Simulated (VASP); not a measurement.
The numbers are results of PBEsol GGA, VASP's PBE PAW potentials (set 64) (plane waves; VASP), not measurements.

VASP input:

### POSCAR
```
ScV3N4
1
    0.0000000000     2.0844919301     2.0844919301
    2.0844919301     0.0000000000     2.0844919301
    8.3051542586     8.3051542586     0.0328134620
V N Sc
3 4 1
Direct
  0.9856642561   0.9856642561   0.0107518079
  0.0000000000   1.0000000000   0.2500000000
  0.0143357439   0.0143357439   0.4892481921
  0.4910369753   0.4910369753   0.1317222685
  0.5089630247   0.5089630247   0.3682777315
  0.5209548036   0.5209548036   0.6092838974
  0.4790451964   0.4790451964   0.8907161026
  0.0000000000   1.0000000000   0.7500000000
```

KPOINTS:
```
Regular mesh
0
gamma
 14 14 4
0 0 0
```

### INCAR
```
! general
SYSTEM   =  ScV3N4
PREC     =  Accurate
ENCUT    =  520
LREAL    =  .FALSE.
LASPH    =  .TRUE.

! electronic loop
EDIFF    =  1E-7
NELM     =  100
ALGO     =  Normal
LMAXMIX  =  4

! smearing
ISMEAR   =  -5

! functional
GGA      =  PS

! ions
ISIF     =  2

! output
LWAVE    =  .FALSE.
LCHARG   =  .TRUE.
LORBIT   =  11
NEDOS    =  601

! other
LEFG     =  .TRUE.
```

POTCAR, in this order: V_sv N Sc_sv (PBE.64 set). Program: vasp_std.

### Question
What will the output report for the number of irreducible k-points (NKPTS), number of bands (NBANDS), largest plane-wave count, number of space-group operations, FFT grid (NGX, NGY, NGZ)?

### Answer

- number of irreducible k-points (NKPTS) = 204
- number of bands (NBANDS) = 42
- largest plane-wave count = 1980
- number of space-group operations = 12
- FFT grid (NGX, NGY, NGZ) = 24 × 24 × 90

The structure was generated: ScV3N4 was put into an ordered model structure (R-3m), which need not be its known phase. It was relaxed first. The run is not spin-polarised, so no magnetic state was tried.
